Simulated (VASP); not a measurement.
```
SrTe
1.0
    4.67788     0.00000     0.00000
    0.00000     4.67788     0.00000
    0.00000     0.00000    28.13088
Sr Te
4 4
Direct
  0.00000   0.50000   0.32362
  0.50000   0.00000   0.44121
  0.00000   0.50000   0.55879
  0.50000   0.00000   0.67638
  0.00000   0.50000   0.44121
  0.50000   0.00000   0.32362
  0.00000   0.50000   0.67638
  0.50000   0.00000   0.55879
```

All values below come from PBEsol GGA, VASP's PBE PAW potentials (set 64) (plane waves; VASP). Numerical set-up: PREC = Normal, EDIFF = 1E-5, 400 eV cut-off, 4×4×1 Γ-centred mesh, Gaussian smearing of 0.050 eV, potentials Sr_sv Te.

### Question
The ions are relaxed. Predict the relaxed structure.

### Answer

```
SrTe
1.0
    4.67788     0.00000     0.00000
    0.00000     4.67788     0.00000
    0.00000     0.00000    28.13088
Sr Te
4 4
Direct
  0.00000   0.50000   0.32698
  0.50000   0.00000   0.43991
  0.00000   0.50000   0.56009
  0.50000   0.00000   0.67302
  0.00000   0.50000   0.44214
  0.50000   0.00000   0.32134
  0.00000   0.50000   0.67866
  0.50000   0.00000   0.55786
```

### Question
How much energy does the relaxation gain?

### Answer
The energy (σ→0) changes by -5.5 meV/atom, in 6 ionic steps.

The cell is a thin slab with vacuum, built from SrTe (rock salt): (100) face.
